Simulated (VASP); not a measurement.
These are r2SCAN meta-GGA, VASP's PBE PAW potentials (set 64) (plane waves; VASP) values and carry that method's errors.

VASP ran on this input.

INCAR:
```
ENCUT = 400   # plane-wave cut-off (eV)
LCHARG = .False.
LREAL = .False.
METAGGA = R2SCAN
ISIF = 3
NELM = 100   # most electronic steps
LASPH = .True.
IBRION = 2
LWAVE = .False.
ISMEAR = 0   # Gaussian
ALGO = Normal
SYSTEM = Se
EDIFF = 1E-6
PREC = Accurate
EDIFFG = -0.02   # ionic stop
SIGMA = 0.05   # width (eV)
NSW = 60   # most ionic steps
LMIXTAU = .True.
LMAXMIX = 4   # l cut-off of mixed one-centre charges
```

POSCAR:
```
Se
1.0
  4.4982357247   0.0000000000   0.0000000000
 -2.2491178624   3.8955865624   0.0000000000
  0.0000000000   0.0000000000   4.9922232150
Se
3
Cart
 -1.2706399955   3.8955865624   0.8320388666
 -0.4892389337   0.8473867233   4.1601843484
  1.7598789291   3.0481998391   2.4961116075
```

**KPOINTS**
```
Automatic mesh
0
Gamma
5 5 4
0 0 0
```

POTCAR, in this order: Se (PBE.64 set). Program: vasp_std.

Estimate the energy per atom (σ→0).

```
Quantity                        Result
---------------------  ---------------
energy per atom (σ→0)  -14.307 eV/atom
```

File OSZICAR:
```
...
DAV:  14    -0.429221336563E+02   -0.19889E-03   -0.27526E-05   502   0.586E-02    0.112E-02
DAV:  15    -0.429222946712E+02   -0.16101E-03   -0.42822E-05   462   0.663E-02    0.617E-03
DAV:  16    -0.429223131779E+02   -0.18507E-04   -0.30014E-05   452   0.646E-02    0.217E-03
DAV:  17    -0.429223231382E+02   -0.99603E-05   -0.28970E-06   445   0.175E-02    0.104E-03
DAV:  18    -0.429223165674E+02    0.65707E-05   -0.99680E-07   336   0.111E-02    0.802E-04
DAV:  19    -0.429223185169E+02   -0.19494E-05   -0.28625E-07   281   0.558E-03    0.137E-04
DAV:  20    -0.429223178570E+02    0.65987E-06   -0.23010E-08   251   0.143E-03
   1 F= -.42922318E+02 E0= -.42922318E+02  d E =-.429223E+02
```

The structure comes from a measured Se entry (P3_221) of the Crystallography Open Database, whose conditions weren't checked. It was relaxed first, which changed the volume by +8 %. The start is the result of an earlier pass.
